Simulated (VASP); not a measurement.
Method: r2SCAN meta-GGA, VASP's PBE PAW potentials (set 64) (plane waves; VASP 6.6.1).

VASP input:

**INCAR**
```
SYSTEM = ZrO2
LWAVE = .FALSE.
ALGO = Normal   # blocked Davidson
NELM = 100   # most electronic steps
LCHARG = .FALSE.
LMIXTAU = .TRUE.
LREAL = .FALSE.   # projection in real space or not
LASPH = .TRUE.   # aspherical one-centre terms
IBRION = 2
ENCUT = 600   # plane-wave cut-off (eV)
PSTRESS = 100   # kbar
EDIFF = 1E-7
LMAXMIX = 4   # l cut-off of mixed one-centre charges
ISMEAR = 0
EDIFFG = -0.01
ISIF = 3
PREC = Accurate
SIGMA = 0.05
METAGGA = R2SCAN
NSW = 40
```

File POSCAR:
```
ZrO2
1.0
  0.0000000000   2.5459867553   2.5459867553
  2.5459867553   0.0000000000   2.5459867553
  2.5459867553   2.5459867553   0.0000000000
Zr O
1 2
direct
  0.0000000000   0.0000000000   0.0000000000
  0.2500000000   0.2500000000   0.2500000000
  0.7500000000   0.7500000000   0.7500000000
```

KPOINTS:
```
Regular mesh
0
gamma
8 8 8
0 0 0
```

POTCAR, in this order: Zr_sv O (PBE.64 set). Program: vasp_std.

Energy and stress use the plane-wave basis of the starting cell.

Problem. Predict the energy per atom (σ→0), volume per atom, band gap (on the k-mesh).

Solution. 
```json
{
  "energy per atom (σ→0)": "-15275 meV/atom",
  "band gap (on the k-mesh)": "3.98 eV",
  "volume_per_atom": "10.60 Å³/atom"
}
```

**OSZICAR**
```
...
DAV:   2    -0.458264872815E+02    0.62080E-04   -0.21787E-04  1120   0.137E-01    0.392E-02
DAV:   3    -0.458264778021E+02    0.94794E-05   -0.39781E-05  1384   0.604E-02    0.604E-03
DAV:   4    -0.458264791339E+02   -0.13318E-05   -0.46612E-06  1352   0.208E-02    0.685E-03
DAV:   5    -0.458264805763E+02   -0.14425E-05   -0.25145E-06  1400   0.126E-02    0.212E-03
DAV:   6    -0.458264808189E+02   -0.24259E-06   -0.51473E-07   960   0.874E-03    0.213E-03
DAV:   7    -0.458264815647E+02   -0.74574E-06   -0.34465E-07  1192   0.483E-03    0.433E-04
DAV:   8    -0.458264815108E+02    0.53896E-07   -0.43216E-08   488   0.275E-03
   4 F= -.43841594E+02 E0= -.43841594E+02  d E =-.399830E-01
```

The compound is ZrO2 in the fluorite structure, the high-temperature cubic form, which is unstable at 0 K; the monoclinic form is the stable one. This run relaxes it under an external pressure of 10 GPa. Symmetry was kept, so distortions that lower it aren't found.
